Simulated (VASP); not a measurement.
# H2W8C8S in VASP: a series of runs, part 2 of 2

VASP 6.6.1. Earlier steps stand in the parts before.

## Step 4: Single point, PBE+D3(BJ)

File INCAR:

```
SYSTEM = H2W8C8S
ALGO     = Fast           ! electronic algorithm
EDIFF    = 1E-6           ! SCF threshold, eV
ENCUT    = 520            ! plane-wave cutoff, eV
GGA      = PE             ! functional
ISIF     = 2              ! what is computed and relaxed
ISMEAR   = -1             ! smearing method
IVDW     = 12             ! dispersion correction
LASPH    = .True.         ! aspherical terms in the spheres
LCHARG   = .False.        ! write CHGCAR
LREAL    = Auto         
LWAVE    = .False.        ! write WAVECAR
NBANDS   = 91             ! bands
NELM     = 100            ! most SCF steps
PREC     = Accurate       ! precision mode
SIGMA    = 0.15           ! smearing width, eV
```

File KPOINTS:

```
k-points
0
Gamma
  2 2 1
  0 0 0
```

File POSCAR:

```
H2W8C8S
1.0
    5.7040600000      0.0000000000      0.0000000000
   -2.8520300000      4.9398610000      0.0000000000
    0.0000000000      0.0000000000     17.2011400000
W C S H
8 8 1 2
Direct
    0.0000000000      0.0000000000      0.0581356817
   -0.0031194160      0.0031579836      0.2243862907
   -0.0000004574      0.4999938257      0.0581356817
   -0.0028656233      0.5014513566      0.2202005216
    0.4999947406      0.0000000000      0.0581356817
    0.4931977072      0.0029555487      0.2198865889
    0.4999942832      0.4999938257      0.0581356817
    0.4977234315      0.4967143812      0.2157415148
    0.3357238683      0.1661585215      0.1420661654
    0.3267147943      0.1753490635      0.2821150226
    0.3319459390      0.6694317917      0.1400953658
    0.3750257539      0.6963353827      0.2999277955
    0.8326070058      0.1776770642      0.1420719790
    0.8418828925      0.1770495162      0.2800453923
    0.8373274946      0.6620429198      0.1414499272
    0.8463017144      0.6607068498      0.2960850269
    0.4504173414      0.7235223825      0.4108797440
   -0.1265004158      0.7214980341      0.3569298314
    0.2833881655      0.4709849123      0.4389650918
```

Potentials or basis: VASP PAW PBE potentials, release 64 (W_sv, C, S, H).

Started as:

```console
cat potpaw_PBE.64/W_sv/POTCAR potpaw_PBE.64/C/POTCAR potpaw_PBE.64/S/POTCAR potpaw_PBE.64/H/POTCAR > POTCAR
mpirun -np 1 vasp_std > vasp.out
```

OUTCAR:

```text
SYSTEM = H2W8C8S
   EDIFF = 1E-6
   ENCUT = 520
   GGA = PE
   ISIF = 2
   ISMEAR = -1
   IVDW = 12
   LASPH = .True.
   LREAL = Auto
   NELM = 100
   PREC = Accurate
 IVDW          = 12

 ion  position               nearest neighbor table
   1  0.000  0.000  0.058-   9 2.20  15 2.20  13 2.23   3 2.85   7 2.85   5 2.85   5 2.85   7 2.85
                             3 2.85   2 2.86
   2  0.997  0.003  0.224-  14 1.89  10 1.91  16 2.10  13 2.19   9 2.19  15 2.21   6 2.83   8 2.84
                             4 2.84   1 2.86   4 2.86   8 2.87   6 2.87
   3  1.000  0.500  0.058-  13 2.15  15 2.15  11 2.16   4 2.79   1 2.85   7 2.85   5 2.85   5 2.85
                             7 2.85   1 2.85
   4  0.997  0.501  0.220-  14 1.91  16 2.01  15 2.08  13 2.09  11 2.15  12 2.32   3 2.79   8 2.84
                             2 2.84   6 2.85   6 2.86   2 2.86   8 2.87
   5  0.500  0.000  0.058-  11 2.16   9 2.18  13 2.19   6 2.78   7 2.85   1 2.85   3 2.85   3 2.85
                             1 2.85   7 2.85
   6  0.493  0.003  0.220-  10 1.99  14 2.01  12 2.06   9 2.07  11 2.14  13 2.15   5 2.78   8 2.80
                             2 2.83   4 2.85   4 2.86   2 2.87   8 2.90
   7  0.500  0.500  0.058-  11 2.18   9 2.19  15 2.20   8 2.71   5 2.85   1 2.85   3 2.85   3 2.85
                             1 2.85   5 2.85
   8  0.498  0.497  0.216-  10 1.96   9 2.07  15 2.11  11 2.12  12 2.16  16 2.21   7 2.71   6 2.80
                             4 2.84   2 2.84   4 2.87   2 2.87   6 2.90
   9  0.336  0.166  0.142-   8 2.07   6 2.07   5 2.18   7 2.19   2 2.19   1 2.20
  10  0.327  0.175  0.282-   2 1.91   8 1.96   6 1.99
  11  0.332  0.669  0.140-   8 2.12   6 2.14   4 2.15   5 2.16   3 2.16   7 2.18
  12  0.375  0.696  0.300-  17 1.95   6 2.06   8 2.16   4 2.32
  13  0.833  0.178  0.142-   4 2.09   6 2.15   3 2.15   5 2.19   2 2.19   1 2.23
  14  0.842  0.177  0.280-   2 1.89   4 1.91   6 2.01
  15  0.837  0.662  0.141-   4 2.08   8 2.11   3 2.15   7 2.20   1 2.20   2 2.21
  16  0.846  0.661  0.296-  18 1.09   4 2.01   2 2.10   8 2.21
  17  0.450  0.724  0.411-  19 1.36  12 1.95
  18  0.873  0.721  0.357-  16 1.09
  19  0.283  0.471  0.439-  17 1.36

  LATTYP: Found a hexagonal cell.
 ALAT       =     5.7040600000
 C/A-ratio  =     3.0155959089

  Lattice vectors:

[... 171 lines left out ...]
   IVDW    =    12    specifies the selected vdW correction
   LEPSILON=     F    determine dielectric tensor
   LRPA    =     F    only Hartree local field effects (RPA)
 non-spin polarized calculation
 RMM-DIIS sequential band-by-band and
  energy-cutoff  :      520.00
  volume of cell :      484.68
 maximum number of plane-waves:     13107
   NGX = 21   NGY = 21   NGZ = 63

 number of electron     152.0000003 magnetization

 Free energy of the ion-electron system (eV)
  ---------------------------------------------------
  ext. energy  EPLUGINS =         0.00000000
  ---------------------------------------------------
  free energy    TOTEN  =      -173.82731963 eV

  energy without entropy =     -173.36697688  energy(sigma->0) =     -173.59714825

 E-fermi :   1.0605     XC(G=0):  -6.4232

 val. band max:        1.0386313806   @ k =   0.0000   0.0000   0.0000
 cond. band min:       1.2681897000   @ k =   0.0000   0.0000   0.0000
 fundamental gap:      0.2295583194
 Fermi energy:         1.0605497410

 k-point     1 :       0.0000    0.0000    0.0000
  band No.  band energies     occupation
      1     -73.0433      2.00000
      2     -72.9829      2.00000
      3     -72.9667      2.00000
      4     -72.9562      2.00000
      5     -72.4117      2.00000
      6     -72.3442      2.00000
[... 353 lines left out ...]
     87       3.2122      0.00000
     88       3.9721      0.00000
 [bands above 88 left out]

------------------------ aborting loop because EDIFF is reached ----------------------------------------

 Edisp (eV)   -5.28177

 E8    (eV) :    -2.4560

  FORCE on cell =-STRESS in cart. coord.  units (eV):
  Direction    XX          YY          ZZ          XY          YZ          ZX
  --------------------------------------------------------------------------------------
  -------------------------------------------------------------------------------------
  Total      19.88012    24.89770     9.63442    -2.97178    -0.68412    -2.78707
  in kB      65.71638    82.30263    31.84787    -9.82360    -2.26144    -9.21303
  external pressure =       59.96 kB  Pullay stress =        0.00 kB

 VOLUME and BASIS-vectors are now :
 -----------------------------------------------------------------------------
  energy-cutoff  :      520.00
  volume of cell :      484.68
      direct lattice vectors                 reciprocal lattice vectors
     5.704060000  0.000000000  0.000000000     0.175313724  0.101217423  0.000000000
    -2.852030000  4.939861000  0.000000000     0.000000000  0.202434846  0.000000000
     0.000000000  0.000000000 17.201140000     0.000000000  0.000000000  0.058135682

 POSITION                                       TOTAL-FORCE (eV/Angst)
 -----------------------------------------------------------------------------------
      0.00000      0.00000      1.00000        -0.198823     -0.079674      1.080077
      5.67726      0.01560      3.85970         0.671996     -2.107785     -1.972402
      4.27806      2.46990      1.00000        -0.009125     -0.038621      0.343741
      4.25756      2.47710      3.78770         1.719197      2.303204      1.459988
      2.85200      0.00000      1.00000         0.012730      0.202580      0.353425
      2.80480      0.01460      3.78230         1.474147     -0.792341      1.542942
[... 11 lines left out ...]
      2.92476      3.56410      6.13960        -0.048945     -0.447263      0.212537
      0.27320      2.32660      7.55070         0.072984     -0.182889     -0.520817
 -----------------------------------------------------------------------------------
    total drift:                               -0.011891     -0.009022     -0.008333

  FREE ENERGIE OF THE ION-ELECTRON SYSTEM (eV)
  ---------------------------------------------------
  free  energy   TOTEN  =      -179.1090914827 eV

  energy  without entropy=     -178.6487487370  energy(sigma->0) =     -178.87892011
```

Run time: 7.9 min. Hardware: 1 thread of Intel Xeon Platinum 8259CL at 2.50GHz (Skylake/Cascade Lake), shared host; peak memory 0.57 GiB.

Results:

* Free energy: -179.1091 eV
* Largest force: 4.533 eV/Å
* Band gap on the k mesh: none (metal or under the smearing width)
* Dispersion energy per atom: -0.278 eV

Forces in eV/Å, atoms in the order of the input:
```
W   -0.199 -0.080  1.080
W    0.672 -2.108 -1.972
W   -0.009 -0.039  0.344
W    1.719  2.303  1.460
W    0.013  0.203  0.353
W    1.474 -0.792  1.543
W    0.122  0.008 -0.016
W    0.152  2.502  3.776
C   -0.964 -0.241 -3.831
C    0.947  0.426  2.549
C    0.071 -0.340 -1.781
C   -0.311 -1.225  1.927
C    0.248 -0.984 -3.304
C   -1.313 -0.092  3.616
C   -0.788  0.494 -2.795
C   -0.882  0.215 -0.251
S   -0.977  0.381 -2.389
H   -0.049 -0.447  0.213
H    0.073 -0.183 -0.521
```

Caveat: the k mesh is coarse (spacing up to 0.64 Å⁻¹), so the values aren't converged.
